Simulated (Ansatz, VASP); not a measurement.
**One calculation of CaLa2Cd3, two programs**

```xyz
6
Lattice="6.5397 0.0000 0.0000 -3.2698 5.6635 0.0000 0.0000 0.0000 5.5138" Properties=species:S:1:pos:R:3 pbc="T T T"
Ca    0.0000    0.0000    0.0000
La    0.0000    3.7757    0.0000
La    3.2698    1.8878    0.0000
Cd    3.2698    0.0000    2.7569
Cd    1.6349    2.8318    2.7569
Cd   -1.6349    2.8318    2.7569
```

Change from the starting cell: species swapped into the CeCo3B2 type (P6/mmm, No. 191).

Alike in both runs: functional PBE; k mesh 3 × 3 × 4; occupations gaussian, width 0.1 eV; no spin polarisation.

Ansatz relaxed the structure, and its values are those at the end. VASP's run is a single point on that final structure, the one shown.

```csv
,VASP,Ansatz
version,VASP 6.6.1,Ansatz 0.2.0
potentials or method,"VASP PAW PBE potentials, release 64 (Ca_sv, La, Cd)","scalar-relativistic, plane waves, PAW"
plane-wave cutoff (eV),520,420
valence electrons in the cell,68,92
```

|  | VASP | Ansatz | Ansatz less VASP |
| --- | --- | --- | --- |
| gap on the k mesh at the Fermi level (eV) | none | none | - |
| pressure (GPa) | 0.1 | 0.1 | -0.06 |

A gap of «none» marks a metal or a gap that the smearing closes. With one functional, cell and mesh, what is left measures potentials, basis and numerics. The two sets of potentials don't hold the same shells in valence.

Caveats: the k mesh is coarse (spacing up to 0.37 Å⁻¹), so the values aren't converged. The runs have no spin-orbit coupling, so splittings on La are missing.
